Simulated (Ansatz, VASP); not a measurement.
# BiAsS in VASP and in Ansatz

```
CELL_PARAMETERS angstrom
4.12746 0.00000 0.00000
0.00000 4.17041 0.00000
0.00000 0.00000 4.25742
ATOMIC_POSITIONS crystal
Bi 0.00000 0.00000 0.00000
As 0.50000 0.50000 0.50000
S 0.50000 0.50000 0.00000
```

Change from the starting cell: species swapped into the ErCoC type (Pmmm, No. 47).

Alike in both runs: task single point; functional PBE; k mesh 4 × 4 × 4; occupations gaussian, width 0.1 eV; no spin polarisation.

```csv
,VASP,Ansatz
version,VASP 6.6.1,Ansatz 0.2.0
potentials or method,"VASP PAW PBE potentials, release 64 (Bi_d, As, S)","scalar-relativistic, plane waves, PAW"
plane-wave cutoff (eV),520,420
valence electrons in the cell,26,36
```

Ansatz gave:

| Item | Value |
| --- | --- |
| gap on the k mesh at the Fermi level (eV) | none |
| pressure (GPa) | 10.0 |
| largest component of the traceless stress (GPa) | 15.56 |

**Question.** What did VASP give for the same quantities?

**Answer.** gap on the k mesh at the Fermi level (eV): none; pressure (GPa): 10.2; largest component of the traceless stress (GPa): 15.99.

A gap of «none» marks a metal or a gap that the smearing closes. The functional is the same, so the differences come from potentials, cutoffs and numerics. The two sets of potentials don't hold the same shells in valence.

Caveats: the k mesh is coarse (spacing up to 0.38 Å⁻¹), so the values aren't converged; spin-orbit coupling is left out, which moves the levels of the heavy elements.
